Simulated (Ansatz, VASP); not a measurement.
# Ge (Germanium) in two plane-wave programs, part 2 of 2

Aim: how closely do two programs agree when they are given the same cell, functional and k mesh?

VASP 6.6.1 and Ansatz 0.2.0.

So far: The starting structure; Ansatz: band structure, PBE, spin-orbit coupling.

### 3. VASP: band structure, PBE, spin-orbit coupling

Level of this step: PBE, spin-orbit coupling; plane waves and PAW (Ge_d_GW) (VASP).

The same cell, functional, mesh and smearing now go to VASP, with its own data sets and cutoff.

Lines of VASP's logs that name or quote its potential files are left out, and so is its time.

INCAR

```
SYSTEM = Ge
PREC = Accurate
ENCUT = 400
EDIFF = 1E-08
NELM = 100
ISMEAR = 0
SIGMA = 0.01
LREAL = .FALSE.
ALGO = Normal
GGA = PE
LNONCOLLINEAR = .TRUE.
MAGMOM = 0 0 0 0 0 0
NBANDS = 40
GGA_COMPAT = .FALSE.
LASPH = .TRUE.
LSORBIT = .TRUE.
LORBIT = 11
LWAVE = .TRUE.
LCHARG = .FALSE.
KPAR = 8
```

POSCAR

```
Ge
1.0
    0.0000000000      2.8289100000      2.8289100000
    2.8289100000      0.0000000000      2.8289100000
    2.8289100000      2.8289100000      0.0000000000
Ge
2
Direct
    0.0000000000      0.0000000000      0.0000000000
    0.2500000000      0.2500000000      0.2500000000
```

KPOINTS

```
Automatic mesh
0
Gamma
4 4 4
0 0 0
```

KPOINTS_OPT

```
Line mode
12
Line-mode
Reciprocal
  0.00000000   0.00000000   0.00000000 GAMMA
  0.50000000   0.00000000   0.50000000 X

  0.50000000   0.00000000   0.50000000 X
  0.50000000   0.25000000   0.75000000 W

  0.50000000   0.25000000   0.75000000 W
  0.37500000   0.37500000   0.75000000 K

  0.37500000   0.37500000   0.75000000 K
  0.00000000   0.00000000   0.00000000 GAMMA

  0.00000000   0.00000000   0.00000000 GAMMA
  0.50000000   0.50000000   0.50000000 L

  0.50000000   0.50000000   0.50000000 L
  0.62500000   0.25000000   0.62500000 U

  0.62500000   0.25000000   0.62500000 U
  0.50000000   0.25000000   0.75000000 W

  0.50000000   0.25000000   0.75000000 W
  0.50000000   0.50000000   0.50000000 L

  0.50000000   0.50000000   0.50000000 L
  0.37500000   0.37500000   0.75000000 K

  0.62500000   0.25000000   0.62500000 U
  0.50000000   0.00000000   0.50000000 X
```

The projector-augmented-wave data sets are Ge_d_GW (PBE family, release 64).

Launch:

```
> mpirun -np 8 vasp_ncl
```

Numbers of over 12 decimals in the logs are rounded to 6 here.

What it wrote:

```text
[banner, memory and clock lines left out]
running    8 mpi-ranks, on    1 nodes
 distrk:  each k-point on    1 cores,    8 groups
 distr:  one band on    1 cores,    1 groups

 POSCAR found type information on POSCAR Ge
 POSCAR found :  1 types and       2 ions
|                                                                             |
|           W    W    AA    RRRRR   N    N  II  N    N   GGGG   !!!           |
|           W    W   A  A   R    R  NN   N  II  NN   N  G    G  !!!           |
|           W    W  A    A  R    R  N N  N  II  N N  N  G       !!!           |
|           W WW W  AAAAAA  RRRRR   N  N N  II  N  N N  G  GGG   !            |
|           WW  WW  A    A  R   R   N   NN  II  N   NN  G    G                |
|           W    W  A    A  R    R  N    N  II  N    N   GGGG   !!!           |
|                                                                             |
|     For optimal performance we recommend to set                             |
|       NCORE = 2 up to number-of-cores-per-socket                            |
|     NCORE specifies how many cores store one orbital (NPAR=cpu/NCORE).      |
|     This setting can greatly improve the performance of VASP for DFT.       |
|     The default, NCORE=1 might be grossly inefficient on modern             |
|     multi-core architectures or massively parallel machines. Do your        |
|     Unfortunately you need to use the default for GW and RPA                |
|     calculations (for HF NCORE is supported but not extensively tested      |
|     yet).                                                                   |
|                                                                             |

 LDA part: xc-table for (Slater+PW92), standard interpolation
 POSCAR, INCAR and KPOINTS ok, starting setup
 FFT: planning ... GRIDC
 FFT: planning ... GRID_SOFT
 FFT: planning ... GRID
 WAVECAR not read
 entering main loop
       N       E                     dE             d eps       ncg     rms          rms(c)
DAV:   1     0.304302557279E+03    0.30430E+03   -0.12811E+04   728   0.295E+03
DAV:   2     0.596110079693E+02   -0.24469E+03   -0.23621E+03   640   0.764E+02
DAV:   3    -0.367439994872E+01   -0.63285E+02   -0.62815E+02   752   0.231E+02
DAV:   4    -0.856261073409E+01   -0.48882E+01   -0.48839E+01   760   0.844E+01
DAV:   5    -0.884405997136E+01   -0.28145E+00   -0.28143E+00   896   0.217E+01    0.346E+00
DAV:   6    -0.877949262961E+01    0.64567E-01   -0.98076E-02   832   0.384E+00    0.205E+00
DAV:   7    -0.874413834494E+01    0.35354E-01   -0.62796E-02   704   0.306E+00    0.174E-01
DAV:   8    -0.874576477511E+01   -0.16264E-02   -0.62557E-03   808   0.129E+00    0.116E-01
DAV:   9    -0.874641894834E+01   -0.65417E-03   -0.34830E-04   784   0.167E-01    0.530E-02
DAV:  10    -0.874664310272E+01   -0.22415E-03   -0.25469E-04   736   0.189E-01    0.115E-02
DAV:  11    -0.874665091637E+01   -0.78136E-05   -0.12423E-05   808   0.379E-02    0.471E-03
DAV:  12    -0.874665402197E+01   -0.31056E-05   -0.27445E-06   720   0.931E-03    0.665E-04
DAV:  13    -0.874665398871E+01    0.33253E-07   -0.71039E-08   792   0.359E-03    0.301E-04
DAV:  14    -0.874665397517E+01    0.13546E-07   -0.25418E-09   536   0.579E-04    0.121E-04
DAV:  15    -0.874665396452E+01    0.10647E-07   -0.55495E-09   560   0.685E-04    0.221E-05
DAV:  16    -0.874665396355E+01    0.96861E-09   -0.30554E-10   424   0.321E-04
   1 F= -.87466540E+01 E0= -.87465658E+01  d E =-.176309E-03  mag=    -0.0000     0.0000    -0.0000
 Start KPOINTS_OPT (optional k-point list driver)
k-point batch [1-8\120]
       N       E                     dE             ncg
DAV:   1    -0.109520580406E+04   -0.26688E+04      744
DAV:   2    -0.300775831382E+04   -0.19126E+04      640
DAV:   3    -0.352660389976E+04   -0.51885E+03      792
DAV:   4    -0.356724038498E+04   -0.40636E+02      736
DAV:   5    -0.356983061511E+04   -0.25902E+01      856
DAV:   6    -0.356989530107E+04   -0.64686E-01      792
DAV:   7    -0.356989990506E+04   -0.46040E-02      912
DAV:   8    -0.356989992635E+04   -0.21290E-04      792
DAV:   9    -0.356989992669E+04   -0.34606E-06      904
DAV:  10    -0.356989992670E+04   -0.17549E-08      536
[...]
k-point batch [113-120\120]
       N       E                     dE             ncg
DAV:   1    -0.117781845450E+04   -0.80931E+04      720
DAV:   2    -0.313962267843E+04   -0.19618E+04      648
DAV:   3    -0.363529603123E+04   -0.49567E+03      752
DAV:   4    -0.367235475304E+04   -0.37059E+02      768
DAV:   5    -0.367444133968E+04   -0.20866E+01      784
DAV:   6    -0.367454320016E+04   -0.10186E+00      784
DAV:   7    -0.367455069402E+04   -0.74939E-02      880
DAV:   8    -0.367455087879E+04   -0.18477E-03      768
DAV:   9    -0.367455089001E+04   -0.11219E-04      896
DAV:  10    -0.367455089032E+04   -0.30856E-06      592
DAV:  11    -0.367455089034E+04   -0.23048E-07      512
DAV:  12    -0.367455089034E+04   -0.20809E-08      520
 writing wavefunctions
```

OUTCAR, selected parts (step 3):

```text
ion  position               nearest neighbor table
   1  0.000  0.000  0.000-   2 2.45   2 2.45   2 2.45   2 2.45
   2  0.250  0.250  0.250-   1 2.45   1 2.45   1 2.45   1 2.45

  LATTYP: Found a face centered cubic cell.
 ALAT       =     5.6578200000

 Subroutine GETGRP returns: Found 48 space group operations
 (whereof 24 operations were pure point group operations)

The static configuration has the point symmetry T_d .
 The point group associated with its full space group is O_h .

 Found      8 irreducible k-points:

   k-points           NKPTS =      8   k-points in BZ     NKDIM =      8   number of bands    NBANDS=     40

   dimension x,y,z NGX =    28 NGY =   28 NGZ =   28
   dimension x,y,z NGXF=    56 NGYF=   56 NGZF=   56

   ENCUT  =  400.0 eV  29.40 Ry    5.42 a.u.   6.52  6.52  6.52*2*pi/ulx,y,z

   NELECT =      28.0000    total number of electrons

 k-points in reciprocal lattice and weights: Automatic mesh
   0.00000000  0.00000000  0.00000000       0.016
   0.25000000  0.00000000  0.00000000       0.125
   0.50000000  0.00000000  0.00000000       0.062
   0.25000000  0.25000000  0.00000000       0.094
   0.50000000  0.25000000  0.00000000       0.375
  -0.25000000  0.25000000  0.00000000       0.188
   0.50000000  0.50000000  0.00000000       0.047
  -0.25000000  0.50000000  0.25000000       0.094

 average (electrostatic) potential at core
       1 -31.7477       2 -31.7477

 E-fermi :   3.0705

 k-point     1 :       0.0000    0.0000    0.0000
  band No.  band energies     occupation
    ...
     24       2.7803      1.00000
     25       3.0074      1.00000
     26       3.0074      1.00000
     27       3.0705      0.50003
     28       3.0705      0.50003
     29       3.0705      0.49997
     30       3.0705      0.49997
     31       5.3661      0.00000
     32       5.3661      0.00000
     33       5.5796      0.00000
    ...

 k-point     2 :       0.2500    0.0000    0.0000
  band No.  band energies     occupation
    ...
     24      -1.7517      1.00000
     25       1.9909      1.00000
     26       1.9909      1.00000
     27       2.1741      1.00000
     28       2.1741      1.00000
     29       3.6395      0.00000
     30       3.6395      0.00000
     31       6.5282      0.00000
     32       6.5282      0.00000
     33       6.6648      0.00000
    ...

 k-point     3 :       0.5000    0.0000    0.0000
  band No.  band energies     occupation
    ...
     24      -4.6381      1.00000
     25       1.4654      1.00000
     26       1.4654      1.00000
     27       1.6467      1.00000
     28       1.6467      1.00000
     29       3.1546      0.00000
     30       3.1546      0.00000
     31       6.6638      0.00000
     32       6.6638      0.00000
     33       6.7571      0.00000
    ...

  Total        1.2066014      1.2066014      1.2066014      0.0000000      0.0000000      0.0000000
  in kB       42.6959847     42.6959847     42.6959847      0.0000000      0.0000000      0.0000000
  external PRESSURE =      42.6959847 kB  Pullay stress =       0.0000000 kB

  energy-cutoff  :      400.00
  volume of cell :       45.28
      direct lattice vectors                 reciprocal lattice vectors
     0.000000000  2.828910000  2.828910000    -0.176746521  0.176746521  0.176746521
     2.828910000  0.000000000  2.828910000     0.176746521 -0.176746521  0.176746521
     2.828910000  2.828910000  0.000000000     0.176746521  0.176746521 -0.176746521

 POSITION                                       TOTAL-FORCE (eV/Angst)
 -----------------------------------------------------------------------------------
      0.00000      0.00000      0.00000        -0.000000     -0.000000     -0.000000
      1.41446      1.41446      1.41446         0.000000      0.000000      0.000000
 -----------------------------------------------------------------------------------
    total drift:                                0.000000      0.000000      0.000000

  FREE ENERGIE OF THE ION-ELECTRON SYSTEM (eV)
  ---------------------------------------------------
  free  energy   TOTEN  =        -8.7466539636 eV

  energy  without entropy=       -8.7464776543  energy(sigma->0) =       -8.74656581

 Spin-Orbit-Coupling matrix elements
 Ion:    1  E_soc:     -0.0253420
 Ion:    2  E_soc:     -0.0253420

 total charge
# of ion       s       p       d       tot
------------------------------------------
    1        1.087   1.245   9.973  12.306
    2        1.087   1.245   9.973  12.306
--------------------------------------------------
tot          2.174   2.490  19.947  24.611

 magnetization (x)
# of ion       s       p       d       tot
------------------------------------------
    1        0.000  -0.000   0.000   0.000
    2        0.000  -0.000  -0.000  -0.000
--------------------------------------------------
tot          0.000  -0.000   0.000  -0.000

 magnetization (y)
# of ion       s       p       d       tot
------------------------------------------
    1       -0.000  -0.000   0.000  -0.000
    2        0.000  -0.000   0.000  -0.000
--------------------------------------------------
tot          0.000  -0.000   0.000  -0.000

 magnetization (z)
# of ion       s       p       d       tot
------------------------------------------
    1        0.000   0.000   0.000   0.000
    2       -0.000  -0.000  -0.000  -0.000
--------------------------------------------------
tot         -0.000  -0.000  -0.000  -0.000

[... 3 further parts left out ...]
```

The run ends at a pressure of 4.27 GPa.

### 4. Comparison

Known differences besides the potentials themselves: spin-orbit coupling enters by fully relativistic files in Ansatz and inside the spheres in VASP; the cutoff is 420 eV in Ansatz and 400 eV in VASP. Total energies have different zeros and are not compared.

Levels from 3 eV below to 2 eV above the Fermi level differ by 6 meV r.m.s. and 9 meV at most; each VASP level is matched to the nearest of Ansatz, which flatters the figure a little. Not compared: the pressure (VASP's GW data sets at this cutoff don't carry it).

### 5. Summary of results

```yaml
r_m_s_difference_of_levels_near_the_fermi_level_band_structure_pbe_spin_orbit_coupling: 6.3 meV
```

In words: The r.m.s. difference of levels near the Fermi level is 6.3 meV (band structure, PBE, spin-orbit coupling), within the 80 meV picked in this series as the mark of a large difference. How closely two codes agree says nothing of how well the functional describes the real material.

[Lines on the potential files, build, host, timing and source positions are cut from VASP's logs without a mark.]

[Logs are printed without paths, hosts, clocks, repeated set-up lines and the standing remarks that a program may print on its own settings, such as how far it seeks lower states.]

[Hosts, paths, dates, database ids (printed as entryN), source tags and the programs' standing remarks are cut or masked in the printed files.]
